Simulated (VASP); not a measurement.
Runs of VASP 6.6.1 on LiH2. The structure is tetragonal, space group I4/mmm (No. 139). Conventional cell: a = 3.552 Å, b = 3.552 Å, c = 3.147 Å, α = 90.00°, β = 90.00°, γ = 90.00°. Around Li (site symmetry 4/mmm) lie 8 H at 1.94 Å. H (site symmetry -4m2) has 2 H at 1.57 Å as nearest neighbours. The cell was built by a generator and needn't be a form met in nature.

```tsv
task	level	cell	cutoff (eV)	smearing	atoms held fixed (from 0)	gap on the mesh (eV)	pressure (GPa)	relaxed volume (Å³/atom)
relaxation of cell and atoms	PBEsol	relaxed	600	gaussian 0.05 eV	-	none	0.0	(a)
relaxation of cell and atoms	PBE	relaxed	600	gaussian 0.05 eV	-	none	0.0	6.60
single point	PW91+D4	as given	520	gaussian 0.01 eV	-	none	-	-
relaxation of the atoms	PW91	atoms relaxed from: atoms moved at random, drawn with an rms of 0.05 Å	520	gaussian 0.05 eV	[0]	none	-	-
single point	PBE	as given	520	fermi-dirac 0.05 eV	-	none	-	-
```

Alike in all rows: potentials or basis VASP PAW PBE potentials, release 64 (Li_sv, H); no spin polarisation; k mesh 11 × 11 × 11.

**Question.** Fill in the values left out.

**Answer.** (a) 6.44.

Caveats: the cutoff is under 1.25 times the usual one of these potentials, so pressure, stress and relaxed cells hold a basis-set (Pulay) error; the PAW data sets were made with another functional, which shifts forces and pressure a little (some runs); pairwise dispersion overbinds metals, which lowers pressure and volume (some runs).

A gap of «none» marks a metal or a gap under the smearing width.
